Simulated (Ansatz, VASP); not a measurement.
# Ge2Te3O in VASP and in Ansatz

```xyz
6
Lattice="6.3147 0.0000 0.0000 -3.1573 5.4687 0.0000 0.0000 0.0000 6.5248" Properties=species:S:1:pos:R:3 pbc="T T T"
Ge    0.0000    0.0000    5.0589
Ge    0.0000    0.0000    1.4658
Te    3.1573    0.0000    0.0000
Te   -1.5787    2.7343    0.0000
Te    1.5787    2.7343    0.0000
O     0.0000    0.0000    3.2624
```

Alike in both runs: functional PBE; k mesh 3 × 3 × 4; occupations gaussian, width 0.1 eV; no spin polarisation.

Ansatz relaxed the structure, and its values are those at the end. VASP's run is a single point on that final structure, the one shown.

|  | VASP | Ansatz |
| --- | --- | --- |
| version | VASP 6.6.1 | Ansatz 0.2.0 |
| potentials or method | VASP PAW PBE potentials, release 64 (Ge_d, Te, O) | scalar-relativistic, plane waves, PAW |
| plane-wave cutoff (eV) | 520 | 420 |
| valence electrons in the cell | 52 | 82 |

|  | VASP | Ansatz | Ansatz less VASP |
| --- | --- | --- | --- |
| gap on the k mesh at the Fermi level (eV) | none | none | - |
| pressure (GPa) | -0.1 | -0.1 | +0.05 |

A gap of «none» marks a metal or a gap that the smearing closes. The two sets of potentials don't hold the same shells in valence.

Caveats: the k mesh is coarse (spacing up to 0.38 Å⁻¹), so the values aren't converged. Spin-orbit coupling is left out, which matters for the levels of Te.
